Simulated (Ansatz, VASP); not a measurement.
Rb2Tl6Sn: VASP beside Ansatz

File INCAR:

```
PREC = Accurate
ENCUT = 520
EDIFF = 1E-6
ISMEAR = -5
SIGMA = 0.1
LREAL = F
LASPH = T
NELM = 100
ALGO = Normal
ISIF = 2
LWAVE = F
LCHARG = F
GGA = PS
NBANDS = 65
```

Contents of KPOINTS:

```
Automatic mesh
0
Gamma
  3 3 3
```

POSCAR

```
Rb2Tl6Sn
1.0
    0.0000000000      5.2254420000      5.2254420000
    5.2254420000      0.0000000000      5.2254420000
    5.2254420000      5.2254420000      0.0000000000
Tl Sn Rb
6 1 2
Direct
    0.7453500000      0.2546500000      0.2546500000
    0.2546500000      0.7453500000      0.2546500000
    0.2546500000      0.7453500000      0.7453500000
    0.7453500000      0.2546500000      0.7453500000
    0.2546500000      0.2546500000      0.7453500000
    0.7453500000      0.7453500000      0.2546500000
    0.5000000000      0.5000000000      0.5000000000
    0.2500000000      0.2500000000      0.2500000000
    0.7500000000      0.7500000000      0.7500000000
```

Input for Ansatz:

```yaml
crystal:
  lattice:
    - [0.0, 5.225442, 5.225442]
    - [5.225442, 0.0, 5.225442]
    - [5.225442, 5.225442, 0.0]
  atoms:
    - { symbol: Tl, position: [0.74535, 0.25465, 0.25465] }
    - { symbol: Tl, position: [0.25465, 0.74535, 0.25465] }
    - { symbol: Tl, position: [0.25465, 0.74535, 0.74535] }
    - { symbol: Tl, position: [0.74535, 0.25465, 0.74535] }
    - { symbol: Tl, position: [0.25465, 0.25465, 0.74535] }
    - { symbol: Tl, position: [0.74535, 0.74535, 0.25465] }
    - { symbol: Sn, position: [0.5, 0.5, 0.5] }
    - { symbol: Rb, position: [0.25, 0.25, 0.25] }
    - { symbol: Rb, position: [0.75, 0.75, 0.75] }
  symmetry: { tolerance: 0.0003 }
kpoints:
  mp_grid: { grid: [3, 3, 3], shift: [0, 0, 0] }
magnetization:
  spin_polarized: false
scf:
  occupations: { method: tetrahedron }
hamiltonian:
  pseudopotentials: { kind: paw }
  xc: pbesol
basis:
  ecutwfc: 420
output:
  forces: true
  stress: true
  eigenvalues: true
```

The cell was built by a generator and needn't be a form met in nature.

Alike in both runs: task single point; functional PBEsol; k mesh 3 × 3 × 3; occupations tetrahedron; no spin polarisation.

|  | VASP | Ansatz |
| --- | --- | --- |
| version | VASP 6.6.1 | Ansatz 0.2.0 |
| potentials or method | VASP PAW PBE potentials, release 64 (Tl_d, Sn_d, Rb_sv) | PAW plane waves |
| plane-wave cutoff (eV) | 520 | 420 |
| valence electrons in the cell | 110 | 110 |

Ansatz gave:

- gap on the k mesh at the Fermi level (eV): none
- pressure (GPa): 9.3
- rms of the force components (eV/Å): 1.699

Problem. Estimate VASP's values.

Solution. gap on the k mesh at the Fermi level (eV): none; pressure (GPa): 9.3; rms of the force components (eV/Å): 1.721.

Atom by atom the forces differ by 0.023 eV/Å (rms over components). A gap of «none» marks a metal or a gap that the smearing closes. With one functional, cell and mesh, what is left measures potentials, basis and numerics. Ansatz warned: «band_table_not_solved_further».

Caveats: the PAW data sets were made with another functional, which shifts forces and pressure a little (VASP); tetrahedron occupations give inexact forces and stress in metals. Spin-orbit coupling is left out, which matters for the levels of Tl.
